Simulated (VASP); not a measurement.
Computed with vdW-DF-cx, VASP's PBE PAW potentials (set 64) (plane waves; VASP 6.6.1).

VASP ran on this input.

INCAR:
```
AGGAC = 0.0
ALGO = Normal
EDIFF = 1E-7
ENCUT = 520
GGA = CX
ISIF = 2
ISMEAR = 0
LASPH = .TRUE.
LCHARG = .FALSE.
LMAXMIX = 4
LREAL = .FALSE.
LUSE_VDW = .TRUE.
LWAVE = .FALSE.
NELM = 100
PREC = Accurate
SIGMA = 0.05
SYSTEM = YN
```

File KPOINTS:
```
Automatic mesh
0
Gamma
 9 9 9
0 0 0
```

POSCAR:
```
YN
1
    0.0000000000     2.4330324423     2.4330324423
    2.4330324423     0.0000000000     2.4330324423
    2.4330324423     2.4330324423     0.0000000000
Y N
1 1
Direct
  0.0000000000   0.0000000000   0.0000000000
  0.5000000000   0.5000000000   0.5000000000
```

POTCAR, in this order: Y_sv N (PBE.64 set). Program: vasp_std.

**Question.** Predict the energy per atom (σ→0).

**Answer.** 
- energy per atom (σ→0) = -7.489 eV/atom

### OSZICAR
```
...
DAV:  10    -0.149775074207E+02   -0.12883E-03   -0.55880E-04  1064   0.244E-01    0.611E-01
DAV:  11    -0.149776902891E+02   -0.18287E-03   -0.64623E-04   936   0.286E-01    0.848E-02
DAV:  12    -0.149776893867E+02    0.90247E-06   -0.63379E-05  1012   0.718E-02    0.942E-02
DAV:  13    -0.149776887711E+02    0.61558E-06   -0.47329E-06  1128   0.184E-02    0.237E-02
DAV:  14    -0.149776886099E+02    0.16121E-06   -0.47723E-07  1004   0.690E-03    0.107E-02
DAV:  15    -0.149776884366E+02    0.17332E-06   -0.20401E-07   812   0.484E-03    0.914E-04
DAV:  16    -0.149776884236E+02    0.12922E-07   -0.56518E-09   456   0.810E-04
   1 F= -.14977688E+02 E0= -.14977684E+02  d E =-.892877E-05
```

The compound is YN in the rock salt structure. It was relaxed first.
